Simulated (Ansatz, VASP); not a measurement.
Two plane-wave programs on HfIn4SiO6

INCAR

```
SYSTEM = HfIn4SiO6
  PREC = Accurate
  ENCUT = 520
  EDIFF = 1E-8
  ISMEAR = -1
  SIGMA = 0.05
  LREAL = .FALSE.
  LASPH = .TRUE.
  NELM = 80
  ALGO = Normal
  ISIF = 2
  LWAVE = .FALSE.
  LCHARG = .FALSE.
  GGA = PE
  LEFG = .TRUE.
  KPAR = 4
```

Contents of KPOINTS:

```
regular mesh
0
G
  6 6 4
  0 0 0
```

Contents of POSCAR:

```
HfIn4SiO6
1.0
    2.7160300000     -4.7033200000      0.0044800000
    2.7160300000      4.7033200000      0.0044800000
   -1.8630900000      0.0000000000      7.4041500000
Hf In Si O
1 4 1 6
Direct
    0.2048000000      0.7952000000      0.0000000000
    0.3713900000      0.6286100000      0.5000000000
    0.5381200000      0.4618800000      0.0000000000
    0.0350000000      0.9650000000      0.5000000000
    0.7090700000      0.2909300000      0.5000000000
    0.8714600000      0.1285400000      0.0000000000
    0.1074100000      0.0691800000      0.8666700000
    0.9308200000      0.8925900000      0.1333300000
    0.8397500000      0.3782000000      0.8666900000
    0.6218000000      0.1602500000      0.1333100000
    0.1981300000      0.4689100000      0.1333800000
    0.5310900000      0.8018700000      0.8666200000
```

input.yaml

```yaml
crystal:
  lattice:
    - [2.71603, -4.70332, 0.00448]
    - [2.71603, 4.70332, 0.00448]
    - [-1.86309, 0.0, 7.40415]
  atoms:
    - { symbol: Hf, position: [0.2048, 0.7952, 0.0] }
    - { symbol: In, position: [0.37139, 0.62861, 0.5] }
    - { symbol: In, position: [0.53812, 0.46188, 0.0] }
    - { symbol: In, position: [0.035, 0.965, 0.5] }
    - { symbol: In, position: [0.70907, 0.29093, 0.5] }
    - { symbol: Si, position: [0.87146, 0.12854, 0.0] }
    - { symbol: O, position: [0.10741, 0.06918, 0.86667] }
    - { symbol: O, position: [0.93082, 0.89259, 0.13333] }
    - { symbol: O, position: [0.83975, 0.3782, 0.86669] }
    - { symbol: O, position: [0.6218, 0.16025, 0.13331] }
    - { symbol: O, position: [0.19813, 0.46891, 0.13338] }
    - { symbol: O, position: [0.53109, 0.80187, 0.86662] }
hamiltonian:
  xc: pbe
  pseudopotentials: { kind: paw }
kpoints:
  mp_grid: { grid: [6, 6, 4] }
scf:
  occupations: { method: fermi_dirac, width: 0.05 }
output:
  forces: true
  stress: true
  eigenvalues: true
  write_density: true
  write_potential: true
  elf: true
  volumetric_format: npy
```

The cell was built by a generator and needn't be a form met in nature.

Alike in both runs: functional PBE; k mesh 6 × 6 × 4; occupations fermi-dirac, width 0.05 eV; no spin polarisation.

```csv
,VASP,Ansatz
version,VASP 6.6.1,Ansatz 0.2.0
potentials or method,"VASP PAW PBE potentials, release 64 (Hf_pv, In_d, Si, O)",Ansatz PAW
plane-wave cutoff (eV),520,420
valence electrons in the cell,102,118
task,electric field gradients,single point
```

|  | VASP | Ansatz | Ansatz less VASP |
| --- | --- | --- | --- |
| gap on the k mesh at the Fermi level (eV) | none | none | - |
| pressure (GPa) | -0.4 | 0.0 | +0.42 |
| largest component of the traceless stress (GPa) | 0.07 | 0.15 | +0.081 |
| rms of the force components (eV/Å) | 0.052 | 0.005 | -0.0477 |

Atom by atom the forces differ by 0.055 eV/Å (rms over components). A gap of «none» marks a metal or a gap that the smearing closes. The two sets of potentials don't hold the same shells in valence.

Caveats: the pressure holds a Pulay correction of +0.4 GPa for the finite cutoff (Ansatz). Spin-orbit coupling is left out, which matters for the levels of Hf.
